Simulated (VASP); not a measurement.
# AlAs (zinc blende): computed properties

These are PBE GGA, VASP's PBE PAW potentials (set 64) (plane waves; VASP) values and carry that method's errors.

```json
{
 "space_group": "F-43m (216)",
 "cell": "a = 5.732 Å, b = 5.732 Å, c = 5.732 Å, α = 90.00°, β = 90.00°, γ = 90.00°",
 "volume_per_atom": "23.54 Å³/atom",
 "band gap (over mesh and band path)": "1.50 eV",
 "smallest direct gap (over mesh and band path)": "1.77 eV",
 "hill_bulk_modulus": "67.5 GPa",
 "hill_shear_modulus": "39.9 GPa",
 "Poisson's ratio": "0.253",
 "band_edge_character_without_spin_orbit_coupling": "indirect, Γ to X",
 "band_gap_with_spin_orbit_coupling": "1.40 eV",
 "density": "3.59 g/cm³",
 "optical Γ-point spectrum": "346 (×3) cm⁻¹",
 "C11": "104 GPa",
 "C12": "49.1 GPa",
 "C44": "51.3 GPa"
}
```

Space group F-43m (No. 216); a = b = c = 5.7321 Å, α = β = γ = 90.00°

```csv
atom,site,symmetry,x,y,z
Al,4a,-43m,0.0000,0.0000,0.0000
As,4d,-43m,0.7500,0.7500,0.7500
```
(The calculation used a cell of 2 atoms; values per cell refer to that cell.)

Measured: gap 2.28 eV (computed value off by -0.78 eV), as given by Wei Chen et al., Physical Review Materials (2018), doi:10.1103/physrevmaterials.2.073803 [zero-point renormalisation of 0.04 eV added back (the table's ZPR column)]; a 5.649 Å at 0 K (computed value off by +1.5 %), as given by Daniel Mejia-Rodriguez et al., Physical Review B (2018), arXiv:1807.09216 [static lattice: zero-point anharmonic expansion removed].

The compound is AlAs in the zinc blende structure. It was relaxed first. Symmetry was kept, so distortions that lower it aren't found.
